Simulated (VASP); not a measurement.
These are PW91 GGA, VASP's PBE PAW potentials (set 64) (plane waves; VASP) values and carry that method's errors.

VASP ran on this input.

POSCAR:
```
Ti
1
    1.4355178533    -2.4863899137     0.0000000000
    1.4355178533     2.4863899137     0.0000000000
    0.0000000000     0.0000000000     4.5520949105
Ti
2
Direct
  0.3333330000   0.6666670000   0.2500000000
  0.6666670000   0.3333330000   0.7500000000
```

### INCAR
```
SYSTEM = Ti
PREC = Accurate
ENCUT = 520
EDIFF = 1E-7
NELM = 100
ALGO = Normal
LREAL = .FALSE.
LASPH = .TRUE.
ISMEAR = 1
SIGMA = 0.1
GGA = 91
LMAXMIX = 4
LWAVE = .FALSE.
LCHARG = .FALSE.
ISIF = 4
IBRION = 2
NSW = 30
EDIFFG = -0.01
```

File KPOINTS:
```
Automatic mesh
0
Gamma
14 14 8
0 0 0
```

POTCAR, in this order: Ti_sv (PBE.64 set). Program: vasp_std.

Output

**OSZICAR**
```
       N       E                     dE             d eps       ncg     rms          rms(c)
DAV:   1     0.249711149882E+03    0.24971E+03   -0.13632E+04  3848   0.190E+03
DAV:   2     0.114279560878E+02   -0.23828E+03   -0.23701E+03  3960   0.497E+02
DAV:   3    -0.162206519227E+02   -0.27649E+02   -0.27440E+02  7568   0.137E+02
DAV:   4    -0.172918837821E+02   -0.10712E+01   -0.10712E+01  4000   0.288E+01
DAV:   5    -0.173480193149E+02   -0.56136E-01   -0.56135E-01  6248   0.450E+00    0.126E+01
DAV:   6    -0.155337425207E+02    0.18143E+01   -0.66511E+00  4520   0.309E+01    0.339E+00
DAV:   7    -0.155235037246E+02    0.10239E-01   -0.77646E-01  5784   0.774E+00    0.206E+00
DAV:   8    -0.155554260792E+02   -0.31922E-01   -0.22532E-01  4376   0.633E+00    0.737E-01
DAV:   9    -0.155464465861E+02    0.89795E-02   -0.49206E-02  4560   0.271E+00    0.692E-02
DAV:  10    -0.155467770929E+02   -0.33051E-03   -0.28990E-03  6024   0.436E-01    0.837E-02
DAV:  11    -0.155467812360E+02   -0.41431E-05   -0.16346E-04  5088   0.129E-01    0.321E-02
DAV:  12    -0.155467692038E+02    0.12032E-04   -0.34433E-05  4712   0.568E-02    0.118E-03
DAV:  13    -0.155467698614E+02   -0.65766E-06   -0.95821E-07  4792   0.860E-03    0.185E-03
DAV:  14    -0.155467706698E+02   -0.80840E-06   -0.22688E-07  3616   0.404E-03    0.188E-04
DAV:  15    -0.155467706998E+02   -0.29929E-07   -0.23286E-08  2464   0.138E-03
   1 F= -.15546771E+02 E0= -.15547467E+02  d E =-.155468E+02
```

**OUTCAR**
```
------------------------ aborting loop because EDIFF is reached ----------------------------------------
  FORCE on cell =-STRESS in cart. coord.  units (eV):
  Direction    XX          YY          ZZ          XY          YZ          ZX
  --------------------------------------------------------------------------------------
  Total        1.5687067      1.5687068      1.5590147      0.0000000      0.0000000      0.0000000
  in kB       77.3451720     77.3451755     76.8673066      0.0000000      0.0000000      0.0000000
  external PRESSURE =      77.1858847 kB  Pullay stress =       0.0000000 kB
  volume of cell :       32.50
      direct lattice vectors                 reciprocal lattice vectors
     1.435517853 -2.486389914  0.000000000     0.348306361 -0.201094767  0.000000000
     1.435517853  2.486389914  0.000000000     0.348306361  0.201094767  0.000000000
     0.000000000  0.000000000  4.552094911     0.000000000  0.000000000  0.219679075
 POSITION                                       TOTAL-FORCE (eV/Angst)
 -----------------------------------------------------------------------------------
      1.43552      0.82880      1.13802         0.000000     -0.000000      0.000000
      1.43552     -0.82880      3.41407        -0.000000      0.000000      0.000000
 -----------------------------------------------------------------------------------
    total drift:                               -0.000000      0.001048     -0.000020
  FREE ENERGIE OF THE ION-ELECTRON SYSTEM (eV)
  ---------------------------------------------------
  free  energy   TOTEN  =       -15.5467706998 eV

  energy  without entropy=      -15.5488587155  energy(sigma->0) =      -15.54746670

 reached required accuracy - stopping structural energy minimisation
```
(Selected blocks of OUTCAR.)

The compound is Ti in the hcp structure. This cell is one point of a volume scan, at 0.94 of the reference volume.
